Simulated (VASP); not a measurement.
## MgO: Born charges and dielectric tensor with PBE

**What was measured.**

“Electronic structure of alkaline earth and post-transition metal oxides”, 2009, arxiv:0908.1581 quotes, for a bulk crystal of MgO: band gap 7.83 eV.

From “Infrared Optical Properties of Ferropericlase (Mg1-xFexO): Experiment and Theory”, 2007, arxiv:0704.2267, for a bulk crystal of MgO at 295 K: high-frequency dielectric constant 2.95 ± 0.1.

The system is MgO.

```
Mg O
1.0
     0.00000    2.12237    2.12237
     2.12237    0.00000    2.12237
     2.12237    2.12237    0.00000
Mg O
1 1
Direct
  0.00000 0.00000 0.00000
  0.50000 0.50000 0.50000
```

| Item | Value |
| --- | --- |
| Program | VASP 6.6.1 |
| Task | Born charges and dielectric tensor |
| Functional | PBE |
| Potentials or basis | VASP PAW PBE potentials, release 64 (Mg, O) |
| Cutoff | 600 eV |
| k mesh | 10 × 10 × 10 |
| Occupations | gaussian, width 0.02 eV |
| Spin | no spin polarisation |
| Further INCAR settings | ALGO = Fast; EDIFF = 1e-08; IBRION = 8; NSW = 1 |

The band gap on the k mesh is 4.51 eV, direct, the electronic dielectric tensor (diagonal) is 3.16 and the born charges (mean of the diagonal) is Mg +1.98; O -1.98 e. The highest phonon frequency at Γ, LO-TO splitting left out is 374 cm⁻¹.

Levels at points of the mesh, in eV from the valence-band top:
```
           k point  band 1  band 2  band 3  band 4  band 5  band 6  band 7  band 8
(0.00, 0.00, 0.00)  -17.15    0.00    0.00    0.00    4.51   15.67   15.67   15.67
(0.50, 0.00, 0.00)  -15.92   -4.52   -0.63   -0.63    7.75   12.34   16.07   16.07
(0.50, 0.50, 0.00)  -15.67   -3.99   -1.32   -1.32    9.09    9.72   12.85   18.62
```

Phonon frequencies in cm⁻¹ (negative: imaginary):
```
              q point        frequencies
(0.000, 0.000, 0.000)  0 0 0 374 374 374
```

Electronic dielectric tensor:
```
3.16 0.00 0.00
0.00 3.16 0.00
0.00 0.00 3.16
```

Born effective charge tensors (e):
atom 1, Mg
```
1.98 0.00 0.00
0.00 1.98 0.00
0.00 0.00 1.98
```
atom 2, O
```
-1.98  0.00  0.00
 0.00 -1.98  0.00
 0.00  0.00 -1.98
```

Run time: 82 s on 1 thread of Intel(R) Xeon(R) Platinum 8375C CPU @ 2.90GHz (Ice Lake), on a shared host, peak memory 0.19 GiB.

Against the measured gap of MgO, 7.83 eV (quoted in “Electronic structure of alkaline earth and post-transition metal oxides”, 2009, arxiv:0908.1581), the calculated 4.51 eV is off by -3.32 eV. The value is that of PBE, without temperature or zero-point motion. Semilocal functionals fall short of measured gaps as a rule. Measured high-frequency dielectric constant of MgO: 2.95 (295 K; “Infrared Optical Properties of Ferropericlase (Mg1-xFexO): Experiment and Theory”, 2007, arxiv:0704.2267). This calculation gives 3.16 (+7.2 %).
